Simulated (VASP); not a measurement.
Runs of VASP 6.6.1 on ZnH2. Symmetry: Fd-3m, No. 227, cubic system. The conventional cell has a = 6.230 Å, b = 6.230 Å, c = 6.230 Å, α = 90.00°, β = 90.00°, γ = 90.00°. Zn (site symmetry -43m) has 12 H at 2.58 Å and 4 Zn at 2.70 Å as nearest neighbours. H (site symmetry -3m) has 6 H at 2.20 Å as nearest neighbours. The cell was built by a generator and needn't be a form met in nature.

```tsv
task	level	potentials or basis	cell	cutoff (eV)	smearing	gap on the mesh (eV)	pressure (GPa)
relaxation of the atoms	PBEsol	VASP PAW PBE potentials, release 64 (Zn, H)	atoms relaxed	520	gaussian 0.05 eV	none	-16.0
density of states	revTPSS+D3(BJ)	VASP PAW PBE potentials, release 64 (Zn, H)	as given	520	tetrahedron	none	(a)
single point	PBE	VASP PAW PBE potentials, release 64 (Zn, H)	as given	520	fermi-dirac 0.05 eV	none	-13.2
relaxation of cell and atoms	PBE	VASP PAW PBE potentials, release 64 (Zn, H)	relaxed	600	gaussian 0.05 eV	none	-0.2
```

Alike in all rows: no spin polarisation; k mesh 7 × 7 × 7.

Task: Estimate the missing entries.

Result: (a) -20.5.

Caveats: the relaxation stopped at its first step, so nothing moved (some runs); the PAW data sets were made with another functional, which shifts forces and pressure a little (some runs); so large a pressure means that the cell lies far from this level's equilibrium, or that cutoff or potentials fall short (some runs); the potentials were made for another functional, which shifts forces and pressure (some runs); pairwise dispersion overbinds metals, which lowers pressure and volume (some runs); tetrahedron occupations give inexact forces and stress in metals (some runs).

A gap of «none» marks a metal or a gap under the smearing width.
